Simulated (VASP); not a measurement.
# NaB3 (P3m1) in VASP: reference runs

Reference runs on NaB3: the cell as given.

All numbers are computed with VASP 6.6.1; they aren't measurements. Logs are shortened: lines on timing, memory, paths and dates and some standing lists are left out, and cuts for length are marked.

**1. The crystal as given**

It takes space group P3m1 (No. 156, trigonal). The conventional cell has a = 3.320 Å, b = 3.320 Å, c = 4.369 Å, α = 90.00°, β = 90.00°, γ = 120.00°. Around Na (site symmetry 3m) lie 3 B at 2.07 Å. B (site symmetry m) has 2 B at 1.32 Å as nearest neighbours.

The cell was built by a generator and needn't be a form met in nature.

**2. Single point, PBE**

INCAR

```
ALGO     = Normal         # electronic algorithm
EDIFF    = 1E-7           # SCF threshold, eV
ENCUT    = 520            # plane-wave cutoff, eV
GGA      = PE             # functional
ISIF     = 2              # what is computed and relaxed
ISMEAR   = -1             # smearing method
LASPH    = T              # aspherical terms in the spheres
LCHARG   = F              # write CHGCAR
LREAL    = F              # projectors in reciprocal space
LWAVE    = F              # write WAVECAR
NBANDS   = 16             # bands
NELM     = 100            # most SCF steps
PREC     = Accurate       # precision mode
SIGMA    = 0.05           # smearing width, eV
```

KPOINTS

```
k-points
0
Gamma
  9 9 6
```

POSCAR

```
NaB3
1.0
    3.3197615900      0.0000000000      0.0000000000
   -1.6598808000      2.8749978700      0.0000000000
    0.0000000000      0.0000000000      4.3692460100
Na B
1 3
Direct
    0.0000000000      0.0000000000      0.8590876900
    0.7995649300      0.2004350700      0.4654692900
    0.7995649300      0.5991298700      0.4654692900
    0.4008701300      0.2004350700      0.4654692900
```

Potentials or basis: VASP PAW PBE potentials, release 64 (Na_pv, B).

The run is started by

```bash
cat potpaw_PBE.64/Na_pv/POTCAR potpaw_PBE.64/B/POTCAR > POTCAR
mpirun -np 1 vasp_std > vasp.out
```

OUTCAR:

```text
EDIFF = 1E-7
   ENCUT = 520
   GGA = PE
   ISIF = 2
   ISMEAR = -1
   LASPH = T
   LREAL = F
   NELM = 100
   PREC = Accurate

 ion  position               nearest neighbor table
   1  0.000  0.000  0.859-   4 2.07   3 2.07   2 2.07
   2  0.800  0.200  0.465-   4 1.32   3 1.32   4 2.00   3 2.00   1 2.07
   3  0.800  0.599  0.465-   4 1.32   2 1.32   4 2.00   2 2.00   1 2.07
   4  0.401  0.200  0.465-   3 1.32   2 1.32   3 2.00   2 2.00   1 2.07

  LATTYP: Found a hexagonal cell.
 ALAT       =     3.3197615900
 C/A-ratio  =     1.3161324666

  Lattice vectors:

 A1 = (   3.3197615900,   0.0000000000,   0.0000000000)
 A2 = (  -1.6598808000,   2.8749978700,   0.0000000000)
 A3 = (   0.0000000000,   0.0000000000,   4.3692460100)

Analysis of symmetry for initial positions (statically):
=====================================================================
 Subroutine PRICEL returns:
 Original cell was already a primitive cell.

 Routine SETGRP: Setting up the symmetry group for a
 hexagonal supercell.

 Subroutine GETGRP returns: Found  6 space group operations
 (whereof  6 operations were pure point group operations)
 out of a pool of 24 trial point group operations.

The static configuration has the point symmetry C_3v.

Analysis of symmetry for dynamics (positions and initial velocities):
=====================================================================
 Subroutine PRICEL returns:
 Original cell was already a primitive cell.

 Routine SETGRP: Setting up the symmetry group for a
 hexagonal supercell.

 Subroutine GETGRP returns: Found  6 space group operations
 (whereof  6 operations were pure point group operations)
 out of a pool of 24 trial point group operations.

The dynamic configuration has the point symmetry C_3v.

 Subroutine INISYM returns: Found  6 space group operations
 (whereof  6 operations are pure point group operations),
 and found     1 'primitive' translations

----------------------------------------------------------------------------------------

                                     Primitive cell

  volume of cell :      41.7014

  direct lattice vectors                    reciprocal lattice vectors
     3.319761590  0.000000000  0.000000000     0.301226450  0.173913173  0.000000000
    -1.659880800  2.874997870  0.000000000     0.000000000  0.347826345  0.000000000
     0.000000000  0.000000000  4.369246010     0.000000000  0.000000000  0.228872441

  length of vectors
[... 83 lines left out ...]
   LASPH  =      T    aspherical Exc in radial PAW
   ENCUT  =  520.0 eV  38.22 Ry    6.18 a.u.   6.17  6.17  8.12*2*pi/ulx,y,z
   NELM   =    100;   NELMIN=  2; NELMDL= -5     # of ELM steps
   EDIFF  = 0.1E-06   stopping-criterion for ELM
   LREAL  =      F    real-space projection
   EDIFFG = 0.1E-05   stopping-criterion for IOM
   NSW    =      0    number of steps for IOM
   IBRION =     -1    ionic relax: 0-MD 1-quasi-New 2-CG
   NFREE  =      0    steps in history (QN), initial steepest desc. (CG)
   ISIF   =      2    stress and relaxation
   ISYM   =      2    0-nonsym 1-usesym 2-fastsym
   POTIM  = 0.5000    time-step for ionic-motion
   TEBEG  =    0.0;   TEEND  =   0.0 temperature during run
   PSTRESS=    0.0 pullay stress
   NELECT =      16.0000    total number of electrons
   NUPDOWN=      -1.0000    fix difference up-down
   EMIN   =  10.00;   EMAX   =-10.00  energy-range for DOS
   EFERMI =   0.00;   METHOD = LEGACY
   ISMEAR =    -1;   SIGMA  =   0.05  broadening in eV -4-tet -1-fermi 0-gaus
   EFERMI_NEDOS =   21; number of points for ismear=-14 and -15
   IALGO  =     38    algorithm
   IMIX   =      4    mixing-type and parameters
     AMIX     =   0.40;   BMIX     =  1.00
     AMIX_MAG =   1.60;   BMIX_MAG =  1.00
  volume/ion in A,a.u.               =      10.43        70.35
  Fermi-wavevector in a.u.,A,eV,Ry     =   1.189591  2.248002 19.253984  1.415128
  Thomas-Fermi vector in A             =   2.325695
   LORBIT       =      0    0 simple, 1 ext, 2 COOP (PROOUT), +10 PAW based schemes
   GGA     = PE    functional components
   LHFCALC =     F    Hartree Fock is set to
   AEXX    =    0.0000 exact exchange contribution
   IVDW    =     0    specifies the selected vdW correction
   LEPSILON=     F    determine dielectric tensor
   LRPA    =     F    only Hartree local field effects (RPA)
 non-spin polarized calculation
  energy-cutoff  :      520.00
  volume of cell :       41.70
 maximum number of plane-waves:      1140
 NGX is ok and might be reduce to    28
   NGX = 13   NGY = 13   NGZ = 17

 number of electron      15.9999997 magnetization

 Free energy of the ion-electron system (eV)
  ---------------------------------------------------
  ext. energy  EPLUGINS =         0.00000000
  ---------------------------------------------------
  free energy    TOTEN  =       -13.41821938 eV

  energy without entropy =      -13.40690110  energy(sigma->0) =      -13.41256024

 E-fermi :   4.7103     XC(G=0):  -9.6957

 val. band max:        4.6969448152   @ k =  -0.2222  -0.4444   0.3333
 cond. band min:       4.7313154195   @ k =   0.0000   0.0000   0.0000
 fundamental gap:      0.0343706044
 Fermi energy:         4.7102713235

 k-point     1 :       0.0000    0.0000    0.0000
  band No.  band energies     occupation
      1     -21.1061      2.00000
      2     -20.9502      2.00000
      3     -20.9502      2.00000
      4      -9.2956      2.00000
      5      -2.5951      2.00000
      6      -1.1687      2.00000
[... 433 lines left out ...]
      3     -20.9684      2.00000
      4      -8.5177      2.00000
      5      -3.3038      2.00000
      6      -0.4393      2.00000
[... 8 lines left out ...]
     15      16.3064      0.00000
     16      17.2580      0.00000

 [... further k-points ...]
[... 5 lines left out ...]
  --------------------------------------------------------------------------------------
  -------------------------------------------------------------------------------------
  Total       21.4653681     21.4653681      8.0480699     -0.0000000      0.0000000      0.0000000
  in kB      824.7038120    824.7038112    309.2084829     -0.0000014      0.0000000      0.0000000
  external PRESSURE =     652.8720354 kB  Pullay stress =       0.0000000 kB

 VOLUME and BASIS-vectors are now :
 -----------------------------------------------------------------------------
  energy-cutoff  :      520.00
  volume of cell :       41.70
      direct lattice vectors                 reciprocal lattice vectors
     3.319761590  0.000000000  0.000000000     0.301226450  0.173913173  0.000000000
    -1.659880800  2.874997870  0.000000000     0.000000000  0.347826345  0.000000000
     0.000000000  0.000000000  4.369246010     0.000000000  0.000000000  0.228872441

 POSITION                                       TOTAL-FORCE (eV/Angst)
 -----------------------------------------------------------------------------------
      0.00000      0.00000      3.75357        -0.000000      0.000000      5.476300
      2.32167      0.57625      2.03375        15.554027     -8.980122     -1.825433
      1.65988      1.72250      2.03375        -0.000000     17.960244     -1.825433
      0.99809      0.57625      2.03375       -15.554027     -8.980122     -1.825433
 -----------------------------------------------------------------------------------
    total drift:                                0.000004     -0.000002     -0.000218

  FREE ENERGIE OF THE ION-ELECTRON SYSTEM (eV)
  ---------------------------------------------------
  free  energy   TOTEN  =       -13.4182193765 eV

  energy  without entropy=      -13.4069010965  energy(sigma->0) =      -13.41256024
```

It took 46 s on 1 thread of Intel Xeon Platinum 8259CL at 2.50GHz (Skylake/Cascade Lake), shared host; peak memory 0.17 GiB.

What came out:

| Quantity | Value |
| --- | --- |
| Free energy | -13.4182 eV |
| Pressure | 65.3 GPa |
| Largest force | 18.053 eV/Å |
| Band gap on the k mesh | none (metal or under the smearing width) |

Forces on the atoms (eV/Å):
```
Na    0.000   0.000   5.476
B    15.554  -8.980  -1.825
B     0.000  17.960  -1.825
B   -15.554  -8.980  -1.825
```

Stress tensor (GPa, compression positive):
```
82.47  0.00  0.00
 0.00 82.47  0.00
 0.00  0.00 30.92
```

Levels at points of the mesh, in eV from the Fermi level:
```
           k point  band 4  band 5  band 6  band 7  band 8  band 9  band 10  band 11  band 12  band 13
(0.00, 0.00, 0.00)  -14.01   -7.31   -5.88   -1.73   -1.73    0.02     4.08     4.08     7.66     7.66
(0.00, 0.00, 0.50)  -13.79   -7.20   -7.11   -1.68   -1.68    3.30     4.10     4.10     7.22     7.22
```

Caveat: a pressure of tens of GPa on the cell as given is suspect, and the run, the potentials or the cell itself is likely at fault; forces of over 1 eV/Å show positions far from the minimum, so gaps and moduli don't describe the material at rest.
